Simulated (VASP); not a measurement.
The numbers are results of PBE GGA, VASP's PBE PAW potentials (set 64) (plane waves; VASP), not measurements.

VASP ran on this input.

### POSCAR
```
La
3.84540
  0.5000000000  -0.8660253810   0.0000000000
  0.5000000000   0.8660253810   0.0000000000
  0.0000000000   0.0000000000   3.2254641910
La
4
Direct
  0.0000000000   0.0000000000   0.5000000000
  0.0000000000   0.0000000000   0.0000000000
  0.3333330000   0.6666670000   0.2500000000
  0.6666670000   0.3333330000   0.7500000000
```

### INCAR
```
# general
SYSTEM =La
PREC   =Accurate
ENCUT  =400
LREAL  =.FALSE.   # projection in real space or not
LASPH  =.TRUE.   # aspherical one-centre terms

# electronic loop
EDIFF  =1E-6
NELM   =100   # most electronic steps
ALGO   =Fast   # Davidson, then RMM-DIIS
LMAXMIX=6

# smearing
ISMEAR =1
SIGMA  =0.1

# functional
GGA    =PE   # PBE

# ions
ISIF   =2   # forces and stress, cell fixed

# output
LWAVE  =.FALSE.
LCHARG =.FALSE.
```

KPOINTS:
```
Automatic mesh
0
Gamma
8 8 3
0 0 0
```

POTCAR, in this order: La (PBE.64 set). Program: vasp_std.

Output

OUTCAR:
```
 ion  position               nearest neighbor table
   1  0.000  0.000  0.500-
   2  0.000  0.000  0.000-
   3  0.333  0.667  0.250-
   4  0.667  0.333  0.750-
  LATTYP: Found a hexagonal cell.
 ALAT       =     3.8453999240
 C/A-ratio  =     3.2254642547
 Subroutine PRICEL returns:
 Original cell was already a primitive cell.
 Subroutine GETGRP returns: Found 24 space group operations
The static configuration has the point symmetry D_3d.
 The point group associated with its full space group is D_6h.
The dynamic configuration has the point symmetry D_3d.
 Subroutine INISYM returns: Found 24 space group operations
 Subroutine IBZKPT returns following result:
 Found     20 irreducible k-points:

 Following reciprocal coordinates:
            Coordinates               Weight
  0.000000  0.000000  0.000000      1.000000
  0.125000  0.000000  0.000000      6.000000
  0.250000  0.000000  0.000000      6.000000
  0.375000  0.000000  0.000000      6.000000
  0.500000  0.000000  0.000000      3.000000
  0.125000  0.125000  0.000000      6.000000
  0.250000  0.125000  0.000000     12.000000
  0.375000  0.125000  0.000000     12.000000
  0.250000  0.250000  0.000000      6.000000
  0.375000  0.250000  0.000000      6.000000
  0.000000  0.000000  0.333333      2.000000
  0.125000  0.000000  0.333333     12.000000
  0.250000  0.000000  0.333333     12.000000
  0.375000  0.000000  0.333333     12.000000
  0.500000  0.000000  0.333333      6.000000
  0.125000  0.125000  0.333333     12.000000
  0.250000  0.125000  0.333333     24.000000
  0.375000  0.125000  0.333333     24.000000
  0.250000  0.250000  0.333333     12.000000
  0.375000  0.250000  0.333333     12.000000
...
```

File OSZICAR:
```
       N       E                     dE             d eps       ncg     rms          rms(c)
DAV:   1     0.538974160255E+03    0.53897E+03   -0.12780E+04  1048   0.183E+03
DAV:   2     0.961211460630E+02   -0.44285E+03   -0.43782E+03  1584   0.428E+02
DAV:   3    -0.601084655628E+01   -0.10213E+03   -0.10130E+03  1864   0.259E+02
DAV:   4    -0.175748229954E+02   -0.11564E+02   -0.11410E+02  1928   0.847E+01
DAV:   5    -0.192461345936E+02   -0.16713E+01   -0.16490E+01  2048   0.297E+01    0.449E+00
RMM:   6    -0.193425939873E+02   -0.96459E-01   -0.11297E+00  1510   0.104E+01    0.263E+00
RMM:   7    -0.194279724045E+02   -0.85378E-01   -0.84123E-01  1829   0.498E+00    0.292E-01
RMM:   8    -0.194503497241E+02   -0.22377E-01   -0.21151E-01  2052   0.185E+00    0.279E-01
RMM:   9    -0.194591795625E+02   -0.88298E-02   -0.93551E-02  2077   0.104E+00    0.228E-01
RMM:  10    -0.194653285849E+02   -0.61490E-02   -0.60266E-02  1886   0.109E+00    0.117E-01
RMM:  11    -0.194698214055E+02   -0.44928E-02   -0.42993E-02  2074   0.562E-01    0.105E-01
RMM:  12    -0.194730835013E+02   -0.32621E-02   -0.33004E-02  2076   0.410E-01    0.878E-02
RMM:  13    -0.194755346551E+02   -0.24512E-02   -0.26871E-02  1962   0.402E-01    0.365E-02
RMM:  14    -0.194778110646E+02   -0.22764E-02   -0.23217E-02  1995   0.331E-01    0.155E-02
RMM:  15    -0.194797314489E+02   -0.19204E-02   -0.18900E-02  1932   0.285E-01    0.227E-02
RMM:  16    -0.194814248349E+02   -0.16934E-02   -0.16875E-02  1816   0.246E-01    0.197E-02
RMM:  17    -0.194828225191E+02   -0.13977E-02   -0.14019E-02  1780   0.229E-01    0.135E-02
RMM:  18    -0.194840672689E+02   -0.12447E-02   -0.12606E-02  1919   0.227E-01    0.147E-02
RMM:  19    -0.194851356430E+02   -0.10684E-02   -0.10722E-02  1897   0.184E-01    0.703E-03
RMM:  20    -0.194860995594E+02   -0.96392E-03   -0.96377E-03  1682   0.176E-01    0.119E-02
RMM:  21    -0.194869278490E+02   -0.82829E-03   -0.82765E-03  1653   0.164E-01    0.871E-03
RMM:  22    -0.194876802084E+02   -0.75236E-03   -0.75198E-03  1648   0.151E-01    0.104E-02
RMM:  23    -0.194883373893E+02   -0.65718E-03   -0.65736E-03  1642   0.139E-01    0.104E-02
RMM:  24    -0.194889311078E+02   -0.59372E-03   -0.59407E-03  1598   0.129E-01    0.103E-02
RMM:  25    -0.194894534801E+02   -0.52237E-03   -0.52277E-03  1562   0.122E-01    0.109E-02
RMM:  26    -0.194899272534E+02   -0.47377E-03   -0.47414E-03  1557   0.115E-01    0.127E-02
RMM:  27    -0.194903479919E+02   -0.42074E-03   -0.42060E-03  1544   0.110E-01    0.113E-02
RMM:  28    -0.194907296975E+02   -0.38171E-03   -0.38234E-03  1523   0.103E-01    0.122E-02
RMM:  29    -0.194910694223E+02   -0.33972E-03   -0.34020E-03  1497   0.995E-02    0.129E-02
RMM:  30    -0.194913777905E+02   -0.30837E-03   -0.30904E-03  1482   0.940E-02    0.137E-02
RMM:  31    -0.194916539751E+02   -0.27618E-03   -0.27697E-03  1465   0.907E-02    0.143E-02
RMM:  32    -0.194919042394E+02   -0.25026E-03   -0.25090E-03  1446   0.845E-02    0.149E-02
RMM:  33    -0.194921288980E+02   -0.22466E-03   -0.22535E-03  1448   0.807E-02    0.153E-02
RMM:  34    -0.194923321551E+02   -0.20326E-03   -0.20391E-03  1430   0.762E-02    0.155E-02
RMM:  35    -0.194925149977E+02   -0.18284E-03   -0.18358E-03  1407   0.708E-02    0.157E-02
RMM:  36    -0.194926814053E+02   -0.16641E-03   -0.16716E-03  1393   0.690E-02    0.157E-02
RMM:  37    -0.194928301956E+02   -0.14879E-03   -0.14921E-03  1364   0.647E-02    0.154E-02
RMM:  38    -0.194929653637E+02   -0.13517E-03   -0.13585E-03  1348   0.612E-02    0.158E-02
RMM:  39    -0.194930864598E+02   -0.12110E-03   -0.12177E-03  1329   0.594E-02    0.161E-02
RMM:  40    -0.194932054097E+02   -0.11895E-03   -0.11951E-03  1313   0.560E-02    0.165E-02
RMM:  41    -0.194933017368E+02   -0.96327E-04   -0.96971E-04  1295   0.536E-02    0.167E-02
RMM:  42    -0.194933940404E+02   -0.92304E-04   -0.92884E-04  1271   0.522E-02    0.170E-02
RMM:  43    -0.194934721166E+02   -0.78076E-04   -0.78674E-04  1252   0.496E-02    0.173E-02
RMM:  44    -0.194935445897E+02   -0.72473E-04   -0.72951E-04  1240   0.461E-02    0.176E-02
RMM:  45    -0.194936081151E+02   -0.63525E-04   -0.63981E-04  1224   0.450E-02    0.178E-02
RMM:  46    -0.194936667835E+02   -0.58668E-04   -0.59010E-04  1209   0.429E-02    0.180E-02
RMM:  47    -0.194937183202E+02   -0.51537E-04   -0.51925E-04  1197   0.403E-02    0.181E-02
RMM:  48    -0.194937655101E+02   -0.47190E-04   -0.47555E-04  1172   0.384E-02    0.180E-02
RMM:  49    -0.194938070416E+02   -0.41531E-04   -0.42227E-04  1172   0.378E-02    0.182E-02
RMM:  50    -0.194938452537E+02   -0.38212E-04   -0.38530E-04  1149   0.360E-02    0.182E-02
RMM:  51    -0.194938793063E+02   -0.34053E-04   -0.34520E-04  1128   0.348E-02    0.184E-02
RMM:  52    -0.194939102077E+02   -0.30901E-04   -0.31163E-04  1120   0.327E-02    0.185E-02
RMM:  53    -0.194939380045E+02   -0.27797E-04   -0.28048E-04  1102   0.322E-02    0.186E-02
RMM:  54    -0.194939631218E+02   -0.25117E-04   -0.25337E-04  1083   0.314E-02    0.188E-02
RMM:  55    -0.194939857118E+02   -0.22590E-04   -0.22790E-04  1046   0.305E-02    0.189E-02
RMM:  56    -0.194940059779E+02   -0.20266E-04   -0.20520E-04  1039   0.289E-02    0.187E-02
RMM:  57    -0.194940241640E+02   -0.18186E-04   -0.18459E-04  1043   0.295E-02    0.186E-02
RMM:  58    -0.194940406321E+02   -0.16468E-04   -0.16677E-04  1034   0.290E-02    0.186E-02
RMM:  59    -0.194940554712E+02   -0.14839E-04   -0.15017E-04  1019   0.296E-02    0.186E-02
RMM:  60    -0.194940689155E+02   -0.13444E-04   -0.13579E-04   999   0.296E-02    0.186E-02
RMM:  61    -0.194940811731E+02   -0.12258E-04   -0.12168E-04  1015   0.308E-02    0.170E-02
RMM:  62    -0.194940921827E+02   -0.11010E-04   -0.11067E-04  1004   0.312E-02    0.169E-02
RMM:  63    -0.194941020303E+02   -0.98476E-05   -0.99374E-05  1002   0.311E-02    0.167E-02
RMM:  64    -0.194941110934E+02   -0.90631E-05   -0.89769E-05   996   0.301E-02    0.164E-02
RMM:  65    -0.194941192419E+02   -0.81485E-05   -0.81017E-05   991   0.300E-02    0.162E-02
RMM:  66    -0.194941268140E+02   -0.75721E-05   -0.77576E-05   979   0.296E-02    0.152E-02
RMM:  67    -0.194941333305E+02   -0.65166E-05   -0.66635E-05   977   0.319E-02    0.151E-02
RMM:  68    -0.194941393062E+02   -0.59757E-05   -0.59957E-05   968   0.290E-02    0.148E-02
RMM:  69    -0.194941445416E+02   -0.52354E-05   -0.53824E-05   960   0.306E-02    0.148E-02
RMM:  70    -0.194941492936E+02   -0.47520E-05   -0.48620E-05   943   0.287E-02    0.148E-02
RMM:  71    -0.194941536667E+02   -0.43731E-05   -0.43818E-05   942   0.287E-02    0.145E-02
RMM:  72    -0.194941577468E+02   -0.40801E-05   -0.41718E-05   941   0.269E-02    0.146E-02
RMM:  73    -0.194941613967E+02   -0.36499E-05   -0.37418E-05   916   0.264E-02    0.145E-02
RMM:  74    -0.194941645290E+02   -0.31323E-05   -0.32210E-05   896   0.256E-02    0.145E-02
RMM:  75    -0.194941675365E+02   -0.30075E-05   -0.30584E-05   855   0.261E-02    0.145E-02
RMM:  76    -0.194941706619E+02   -0.31254E-05   -0.26141E-05   916   0.288E-02    0.132E-02
RMM:  77    -0.194941731228E+02   -0.24609E-05   -0.25219E-05   918   0.300E-02    0.132E-02
RMM:  78    -0.194941753581E+02   -0.22354E-05   -0.22042E-05   909   0.250E-02    0.131E-02
RMM:  79    -0.194941772314E+02   -0.18732E-05   -0.20285E-05   902   0.252E-02    0.130E-02
RMM:  80    -0.194941790503E+02   -0.18189E-05   -0.17993E-05   879   0.239E-02    0.133E-02
RMM:  81    -0.194941814214E+02   -0.23711E-05   -0.16485E-05   908   0.271E-02    0.107E-02
RMM:  82    -0.194941825949E+02   -0.11736E-05   -0.15414E-05   906   0.284E-02    0.104E-02
RMM:  83    -0.194941837945E+02   -0.11996E-05   -0.13758E-05   888   0.258E-02    0.108E-02
RMM:  84    -0.194941854351E+02   -0.16406E-05   -0.14841E-05   882   0.247E-02    0.109E-02
RMM:  85    -0.194941865003E+02   -0.10652E-05   -0.11151E-05   865   0.216E-02    0.110E-02
RMM:  86    -0.194941878801E+02   -0.13798E-05   -0.10593E-05   889   0.242E-02    0.928E-03
RMM:  87    -0.194941890072E+02   -0.11271E-05   -0.10196E-05   910   0.281E-02    0.939E-03
RMM:  88    -0.194941899400E+02   -0.93275E-06   -0.96837E-06   872   0.273E-02
   1 F= -.19494190E+02 E0= -.19494469E+02  d E =0.837912E-03
```

OUTCAR:
```
------------------------ aborting loop because EDIFF is reached ----------------------------------------
  FORCE on cell =-STRESS in cart. coord.  units (eV):
  Direction    XX          YY          ZZ          XY          YZ          ZX
  --------------------------------------------------------------------------------------
  Total       -1.5885969     -1.5885968     -1.5092096      0.0000000     -0.0000000      0.0000000
  in kB      -16.0242192    -16.0242183    -15.2234372      0.0000000     -0.0000000      0.0000000
  external PRESSURE =     -15.7572916 kB  Pullay stress =       0.0000000 kB
  volume of cell :      158.84
      direct lattice vectors                 reciprocal lattice vectors
     1.922700000 -3.330214000  0.000000000     0.260050970 -0.150140501  0.000000000
     1.922700000  3.330214000  0.000000000     0.260050970  0.150140501  0.000000000
     0.000000000  0.000000000 12.403200000     0.000000000  0.000000000  0.080624355
 POSITION                                       TOTAL-FORCE (eV/Angst)
 -----------------------------------------------------------------------------------
      0.00000      0.00000      6.20160        -0.000000      0.000000     -0.000000
      0.00000      0.00000      0.00000        -0.000000      0.000000     -0.000000
      1.92270      1.11007      3.10080         0.000000      0.000000     -0.000000
      1.92270     -1.11007      9.30240         0.000000     -0.000000      0.000000
 -----------------------------------------------------------------------------------
    total drift:                                0.000000      0.000000      0.000000
  FREE ENERGIE OF THE ION-ELECTRON SYSTEM (eV)
  ---------------------------------------------------
  free  energy   TOTEN  =       -19.4941899400 eV

  energy  without entropy=      -19.4950278520  energy(sigma->0) =      -19.49446924
```
(Selected blocks of OUTCAR.)

The compound is La in the dhcp structure. The cell was not relaxed at this level. The run is one of a series of settings (ALGO = Fast against the base run), some of them coarse on purpose.
